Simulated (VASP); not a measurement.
Set up this calculation in VASP 6.6.1, as the native input.

```yaml
Task: single point
Functional: PBE
Potentials_or_basis: VASP PAW PBE potentials, release 64 (Ga_d, N)
Cutoff: 450 eV
k_mesh: 3 × 3 × 3
Occupations: gaussian, width 0.01 eV
Spin: no spin polarisation
Monkhorst-Pack_mesh: no
Further_INCAR_settings: PREC = Normal; LREAL = Auto; ALGO = Fast; EDIFF = 1e-06
```

The structure of GaN lies in POSCAR:

```
GaN
1.0
    0.0000000000      0.0000000000      5.2440550000
   -3.2177240000     -5.5732640000      0.0000000000
    6.4354500000      0.0000000000      0.0000000000
Ga N
8 8
Direct
    0.9991860000      0.1666665000      0.8333330000
    0.9991860000      0.1666665000      0.3333330000
    0.9991860000      0.6666665000      0.8333330000
    0.9991860000      0.6666665000      0.3333330000
    0.4991860000      0.3333335000      0.1666670000
    0.4991860000      0.3333335000      0.6666670000
    0.4991860000      0.8333335000      0.1666670000
    0.4991860000      0.8333335000      0.6666670000
    0.3758140000      0.1666665000      0.8333330000
    0.3758140000      0.1666665000      0.3333330000
    0.3758140000      0.6666665000      0.8333330000
    0.3758140000      0.6666665000      0.3333330000
    0.8758140000      0.3333335000      0.1666670000
    0.8758140000      0.3333335000      0.6666670000
    0.8758140000      0.8333335000      0.1666670000
    0.8758140000      0.8333335000      0.6666670000
```

These files were run (other wordings do the same):

INCAR

```
SYSTEM = GaN
PREC = Normal
ENCUT = 450
EDIFF = 1E-6
ISMEAR = 0
SIGMA = 0.01
LREAL = Auto
LASPH = .True.
NELM = 80
ALGO = Fast
ISIF = 2
LWAVE = .False.
LCHARG = .False.
GGA = PE
ICORELEVEL = 1
```

KPOINTS

```
regular mesh
0
Gamma
  3 3 3
  0 0 0
```

Potentials or basis: VASP PAW PBE potentials, release 64 (Ga_d, N).

Run with:

```sh
$ cat potpaw_PBE.64/Ga_d/POTCAR potpaw_PBE.64/N/POTCAR > POTCAR
$ mpirun -np 1 vasp_std > vasp.out
```

It gave:

```json
{
 "Largest force": "0.003 eV/Å",
 "Band gap on the k mesh": "1.71 eV"
}
```

It took 55 s on 1 thread of Intel(R) Xeon(R) 6975P-C (Granite Rapids), with other jobs on the host, peak memory 0.21 GiB.
